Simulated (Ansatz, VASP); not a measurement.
## PbO (Litharge): VASP beside Ansatz

Wanted: the spread between two codes on one cell, functional and k mesh.

Calculated with Ansatz 0.2.0; plane waves, with VASP 6.6.1 beside it; band structure at HSE06, spin-orbit coupling.

The database entry behind the starting cell differs from later determinations by our own check (an axis about 0.4 % long against later determinations), so it need not match the best structure at ambient conditions.

## (1) The structure

It takes space group P4/nmm (No. 129, tetragonal). Conventional cell: a = 3.990 Å, b = 3.990 Å, c = 5.010 Å, α = 90.00°, β = 90.00°, γ = 90.00°. Nearest to Pb lie 4 O at 2.33 Å. Nearest to O lie 4 Pb at 2.33 Å. Farther neighbours and most contacts between anions are not listed.

As a file:

```xyz
4
Lattice="3.9900 0.0000 0.0000 0.0000 3.9900 0.0000 0.0000 0.0000 5.0100" Properties=species:S:1:pos:R:3 pbc="T T T"
Pb    0.0000    1.9950    1.2024
Pb    1.9950    0.0000    3.8076
O     0.0000    0.0000    0.0000
O     1.9950    1.9950    0.0000
```

## (2) VASP: band structure, HSE06, spin-orbit coupling

Levels along a path test the potential and the projectors away from the mesh points.

Lines of VASP's logs that name or quote its potential files are left out, and so is its time.

The run reads the wave functions of an earlier VASP run, which isn't shown here.

The input, INCAR:

```
SYSTEM = PbO
PREC = Accurate
ENCUT = 520
EDIFF = 1E-06
NELM = 100
ISMEAR = 0
SIGMA = 0.02
LREAL = .FALSE.
ALGO = Normal
LHFCALC = .TRUE.
AEXX = 0.25
GGA = PE
HFSCREEN = 0.2
LASPH = .TRUE.
LNONCOLLINEAR = .TRUE.
MAGMOM = 0 0 0 0 0 0 0 0 0 0 0 0
NBANDS = 52
GGA_COMPAT = .FALSE.
LSORBIT = .TRUE.
PRECFOCK = Fast
LORBIT = 11
LWAVE = .FALSE.
LCHARG = .FALSE.
KPAR = 4
```

The input, POSCAR:

```
PbO
1.0
    3.9900000000      0.0000000000      0.0000000000
    0.0000000000      3.9900000000      0.0000000000
    0.0000000000      0.0000000000      5.0100000000
Pb O
2 2
Direct
    0.0000000000      0.5000000000      0.2400000000
    0.5000000000      0.0000000000      0.7600000000
    0.0000000000      0.0000000000      0.0000000000
    0.5000000000      0.5000000000      0.0000000000
```

The input, KPOINTS:

```
Automatic mesh
0
Gamma
4 4 3
0 0 0
```

The input, KPOINTS_OPT:

```
Line mode
6
Line-mode
Reciprocal
  0.00000000   0.00000000   0.00000000 GAMMA
  0.00000000   0.50000000   0.00000000 X

  0.00000000   0.50000000   0.00000000 X
  0.50000000   0.50000000   0.00000000 M

  0.50000000   0.50000000   0.00000000 M
  0.00000000   0.00000000   0.00000000 GAMMA

  0.00000000   0.00000000   0.00000000 GAMMA
  0.00000000   0.00000000   0.50000000 Z

  0.00000000   0.00000000   0.50000000 Z
  0.00000000   0.50000000   0.50000000 R

  0.00000000   0.50000000   0.50000000 R
  0.50000000   0.50000000   0.50000000 A

  0.50000000   0.50000000   0.50000000 A
  0.00000000   0.00000000   0.50000000 Z

  0.00000000   0.50000000   0.00000000 X
  0.00000000   0.50000000   0.50000000 R

  0.50000000   0.50000000   0.00000000 M
  0.50000000   0.50000000   0.50000000 A
```

Potentials, in the order of the species: Pb_d and O (PBE family, release 64).

On the command line:

```bash
$ mpirun -np 8 vasp_ncl
```

Numbers of over 12 decimals in the logs are rounded to 6 here.

What it wrote:

```text
[banner, memory and clock lines left out]
running    8 mpi-ranks, on    1 nodes
 distrk:  each k-point on    2 cores,    4 groups
 distr:  one band on    1 cores,    2 groups

 POSCAR found type information on POSCAR PbO
 POSCAR found :  2 types and       4 ions
|                                                                             |
|           W    W    AA    RRRRR   N    N  II  N    N   GGGG   !!!           |
|           W    W   A  A   R    R  NN   N  II  NN   N  G    G  !!!           |
|           W    W  A    A  R    R  N N  N  II  N N  N  G       !!!           |
|           W WW W  AAAAAA  RRRRR   N  N N  II  N  N N  G  GGG   !            |
|           WW  WW  A    A  R   R   N   NN  II  N   NN  G    G                |
|           W    W  A    A  R    R  N    N  II  N    N   GGGG   !!!           |
|                                                                             |
|     For optimal performance we recommend to set                             |
|       NCORE = 2 up to number-of-cores-per-socket                            |
|     NCORE specifies how many cores store one orbital (NPAR=cpu/NCORE).      |
|     This setting can greatly improve the performance of VASP for DFT.       |
|     The default, NCORE=1 might be grossly inefficient on modern             |
|     multi-core architectures or massively parallel machines. Do your        |
|     Unfortunately you need to use the default for GW and RPA                |
|     calculations (for HF NCORE is supported but not extensively tested      |
|     yet).                                                                   |
|                                                                             |

 LDA part: xc-table for (Slater+PW92), standard interpolation
 found WAVECAR, reading the header
 POSCAR, INCAR and KPOINTS ok, starting setup
 FFT: planning ... GRIDC
 FFT: planning ... GRID_SOFT
 FFT: planning ... GRID
 reading WAVECAR
 the WAVECAR file was read successfully
 initial charge from wavefunction
 entering main loop
       N       E                     dE             d eps       ncg     rms          rms(c)
DAV:   1    -0.272065942411E+02   -0.27207E+02   -0.76491E-01  1368   0.106E+01    0.896E-01
DAV:   2    -0.272131318059E+02   -0.65376E-02   -0.13725E-01  1612   0.284E+00    0.536E-01
DAV:   3    -0.272132383435E+02   -0.10654E-03   -0.26990E-02  1936   0.122E+00    0.396E-01
DAV:   4    -0.272122197441E+02    0.10186E-02   -0.17432E-03  1716   0.631E-01    0.214E-01
DAV:   5    -0.272119451959E+02    0.27455E-03   -0.12564E-03  1688   0.297E-01    0.975E-02
DAV:   6    -0.272118641706E+02    0.81025E-04   -0.80085E-05  1800   0.136E-01    0.577E-02
DAV:   7    -0.272118468826E+02    0.17288E-04   -0.41608E-05  1764   0.765E-02    0.369E-02
DAV:   8    -0.272118468659E+02    0.16698E-07   -0.12877E-05  1516   0.302E-02    0.226E-02
DAV:   9    -0.272118473952E+02   -0.52924E-06   -0.43202E-06  1292   0.193E-02
   1 F= -.27211847E+02 E0= -.27211847E+02  d E =-.103416E-19  mag=    -0.0000    -0.0000     0.0000
 Start KPOINTS_OPT (optional k-point list driver)
k-point batch [1-12\54]
       N       E                     dE             ncg
DAV:   1     0.362194794398E+04   -0.54779E+04     1248
DAV:   2    -0.249537013817E+04   -0.61173E+04     1272
DAV:   3    -0.358397043324E+04   -0.10886E+04     1452
DAV:   4    -0.370782841787E+04   -0.12386E+03     1592
DAV:   5    -0.371378622324E+04   -0.59578E+01     1672
DAV:   6    -0.371397908064E+04   -0.19286E+00     1728
DAV:   7    -0.371398741872E+04   -0.83381E-02     1848
DAV:   8    -0.371398778520E+04   -0.36648E-03     1840
DAV:   9    -0.371398779007E+04   -0.48608E-05     1288
DAV:  10    -0.371398779023E+04   -0.16167E-06     1024
[...]
k-point batch [49-54\54]
       N       E                     dE             ncg
DAV:   1     0.814288263994E+04   -0.66324E+04      624
DAV:   2     0.511154238841E+04   -0.30313E+04      656
DAV:   3     0.459118319172E+04   -0.52036E+03      756
DAV:   4     0.453486931130E+04   -0.56314E+02      792
DAV:   5     0.453259501880E+04   -0.22743E+01      804
DAV:   6     0.453252693988E+04   -0.68079E-01      840
DAV:   7     0.453252388173E+04   -0.30581E-02      880
DAV:   8     0.453252375737E+04   -0.12436E-03      864
DAV:   9     0.453252375579E+04   -0.15822E-05      584
DAV:  10     0.453252375570E+04   -0.87457E-07      456
```

From OUTCAR (step 2):

```text
ion  position               nearest neighbor table
   1  0.000  0.500  0.240-   3 2.33   4 2.33   3 2.33   4 2.33   2 3.71   2 3.71   2 3.71   2 3.71
                             2 3.84   2 3.84   2 3.84   2 3.84
   2  0.500  0.000  0.760-   3 2.33   4 2.33   4 2.33   3 2.33   1 3.71   1 3.71   1 3.71   1 3.71
                             1 3.84   1 3.84   1 3.84   1 3.84
   3  0.000  0.000  0.000-   1 2.33   2 2.33   1 2.33   2 2.33
   4  0.500  0.500  0.000-   1 2.33   2 2.33   2 2.33   1 2.33

  LATTYP: Found a simple tetragonal cell.
 ALAT       =     3.9900000000
 C/A-ratio  =     1.2556390977

 Subroutine GETGRP returns: Found 16 space group operations
 (whereof  8 operations were pure point group operations)

The static configuration has the point symmetry D_2d.
 The point group associated with its full space group is D_4h.

 Found     12 irreducible k-points:

   k-points           NKPTS =     12   k-points in BZ     NKDIM =     48   number of bands    NBANDS=     52

   dimension x,y,z NGX =    30 NGY =   30 NGZ =   40
   dimension x,y,z NGXF=    60 NGYF=   60 NGZF=   80

   ENCUT  =  520.0 eV  38.22 Ry    6.18 a.u.   7.42  7.42  9.32*2*pi/ulx,y,z

   NELECT =      40.0000    total number of electrons

 k-points in reciprocal lattice and weights: Automatic mesh
   0.00000000  0.00000000  0.00000000       0.021
   0.25000000  0.00000000  0.00000000       0.083
   0.50000000  0.00000000  0.00000000       0.042
   0.25000000  0.25000000  0.00000000       0.083
   0.50000000  0.25000000  0.00000000       0.083
   0.50000000  0.50000000  0.00000000       0.021
   0.00000000  0.00000000  0.33333333       0.042
   0.25000000  0.00000000  0.33333333       0.167
   0.50000000  0.00000000  0.33333333       0.083
   0.25000000  0.25000000  0.33333333       0.167
   0.50000000  0.25000000  0.33333333       0.167
   0.50000000  0.50000000  0.33333333       0.042

  exchange ACFDT corr.  =         0.00000000  see jH, gK, PRB 81, 115126

 average (electrostatic) potential at core
       1 -85.5198       2 -85.5198       3 -63.1466       4 -63.1466

 E-fermi :   4.6516

 k-point     1 :       0.0000    0.0000    0.0000
  band No.  band energies     occupation
    ...
     36       2.3364      1.00000
     37       2.5090      1.00000
     38       2.5090      1.00000
     39       4.5288      1.00000
     40       4.5288      1.00000
     41       7.6808      0.00000
     42       7.6808      0.00000
     43      10.1828      0.00000
     44      10.1828      0.00000
     45      10.7203      0.00000
    ...

 k-point     2 :       0.2500    0.0000    0.0000
  band No.  band energies     occupation
    ...
     36       1.9924      1.00000
     37       2.1473      1.00000
     38       2.1473      1.00000
     39       4.2258      1.00000
     40       4.2258      1.00000
     41       8.6406      0.00000
     42       8.6406      0.00000
     43       9.0316      0.00000
     44       9.0316      0.00000
     45      10.6851      0.00000
    ...

 k-point     3 :       0.5000    0.0000    0.0000
  band No.  band energies     occupation
    ...
     36       1.0192      1.00000
     37       2.6078      1.00000
     38       2.6078      1.00000
     39       2.6078      1.00000
     40       2.6078      1.00000
     41       8.6980      0.00000
     42       8.6980      0.00000
     43       8.6980      0.00000
     44       8.6980      0.00000
     45      11.6991      0.00000
    ...

  energy-cutoff  :      520.00
  volume of cell :       79.76
      direct lattice vectors                 reciprocal lattice vectors
     3.990000000  0.000000000  0.000000000     0.250626566  0.000000000  0.000000000
     0.000000000  3.990000000  0.000000000     0.000000000  0.250626566  0.000000000
     0.000000000  0.000000000  5.010000000     0.000000000  0.000000000  0.199600798

 POSITION                                       TOTAL-FORCE (eV/Angst)
 -----------------------------------------------------------------------------------
      0.00000      1.99500      1.20240         0.000000     -0.000000     -0.576112
      1.99500      0.00000      3.80760         0.000000      0.000000      0.576112
      0.00000      0.00000      0.00000         0.000000      0.000000      0.000000
      1.99500      1.99500      0.00000         0.000000      0.000000      0.000000
 -----------------------------------------------------------------------------------
    total drift:                               -0.000000     -0.000001     -0.000001

  FREE ENERGIE OF THE ION-ELECTRON SYSTEM (eV)
  ---------------------------------------------------
  free  energy   TOTEN  =       -27.2118473952 eV

  energy  without entropy=      -27.2118473952  energy(sigma->0) =      -27.21184740

 Spin-Orbit-Coupling matrix elements
 Ion:    1  E_soc:     -0.7134712
 Ion:    2  E_soc:     -0.7134712
 Ion:    3  E_soc:     -0.0009801
 Ion:    4  E_soc:     -0.0009801

 total charge
# of ion       s       p       d       tot
------------------------------------------
    1        1.385   0.608   9.884  11.877
    2        1.385   0.608   9.884  11.877
    3        1.580   3.415   0.000   4.996
    4        1.580   3.415   0.000   4.996
--------------------------------------------------
tot          5.930   8.046  19.768  33.745

 magnetization (x)
# of ion       s       p       d       tot
------------------------------------------
    1        0.000   0.000   0.000   0.000
    2        0.000   0.000   0.000   0.000
    3        0.000   0.000   0.000   0.000
    4        0.000   0.000   0.000   0.000
--------------------------------------------------
tot          0.000   0.000   0.000   0.000

 magnetization (y)
# of ion       s       p       d       tot
------------------------------------------
    1        0.000   0.000   0.000   0.000
    2        0.000   0.000   0.000   0.000
    3        0.000   0.000   0.000   0.000
    4        0.000   0.000   0.000   0.000
--------------------------------------------------
tot          0.000   0.000   0.000   0.000

 magnetization (z)
# of ion       s       p       d       tot
------------------------------------------
    1        0.000   0.000   0.000   0.000
    2        0.000   0.000   0.000   0.000
    3       -0.000   0.000   0.000  -0.000
    4        0.000  -0.000   0.000  -0.000
--------------------------------------------------
tot          0.000  -0.000   0.000  -0.000

[... 3 further parts left out ...]
```

VASP adds spin-orbit coupling inside the spheres on scalar-relativistic partial waves, which describe the 6p1/2 states imperfectly, so such gaps can be off by a tenth of an eV or more.

[end of part 1 of 2]

[Lines on the potential files, build, host, timing and source positions are cut from VASP's logs without a mark.]

[Logs are printed without paths, hosts, clocks, repeated set-up lines and the standing remarks that a program may print on its own settings, such as how far it seeks lower states.]

[Hosts, paths, dates, database ids (printed as entryN), source tags and the programs' standing remarks are cut or masked in the printed files.]
